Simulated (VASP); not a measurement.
A convergence study with VASP on LiH: one setting is varied, all else stays as given below, so the limit is that of these other settings.

```
CELL_PARAMETERS angstrom
      2.89942     0.00000     0.00000
     -2.89942     2.89942     0.00000
      0.00000     0.00000    20.15060
ATOMIC_POSITIONS crystal
  H  0.00000 0.50000 0.44913
  H  0.00000 0.00000 0.34738
  H  0.00000 0.50000 0.65262
  H  0.00000 0.00000 0.55087
  Li 0.00000 0.00000 0.44913
  Li 0.00000 0.50000 0.34738
  Li 0.00000 0.00000 0.65262
  Li 0.00000 0.50000 0.55087
```

Level of theory: PBE GGA, VASP's PBE PAW potentials (set 64) (plane waves; VASP 6.6.1). The tightest run used: 800 eV cut-off, 11×11×1 Γ-centred mesh, Fermi-Dirac smearing of 0.050 eV, potentials H Li_sv.

Gaps are read on the run's mesh, which can miss a band edge.

The settings run are ENCUT = 200; ENCUT = 240; ENCUT = 280; ENCUT = 340; ENCUT = 480; ENCUT = 600; ENCUT = 800. From which on does the energy per atom stay within 0.002 eV/atom of the tightest run?

From ENCUT = 480 on: it is off by 0.0006 there and by no more than 0.002 in any finer run, while ENCUT = 340 is off by 0.0894.
```tsv
setting	E (eV/atom)	gap on the mesh (eV)	plane waves	difference judged (eV/atom)
ENCUT = 200	-5.0954	2.155	1131	2.0822
ENCUT = 240	-4.0075	2.219	1455	0.9943
ENCUT = 280	-3.4066	2.286	1860	0.3933
ENCUT = 340	-3.1026	2.370	2433	0.0894
ENCUT = 480	-3.0139	2.449	4079	0.0006
ENCUT = 600	-3.0136	2.451	5696	0.0004
ENCUT = 800	-3.0132	2.453	8751	0.0000
```

Left out are rungs that failed or repeat a setting and relaxations that didn't move; long series are thinned to 24 rows.

The cell is a sheet or thin cut with vacuum, built from a generated structure.
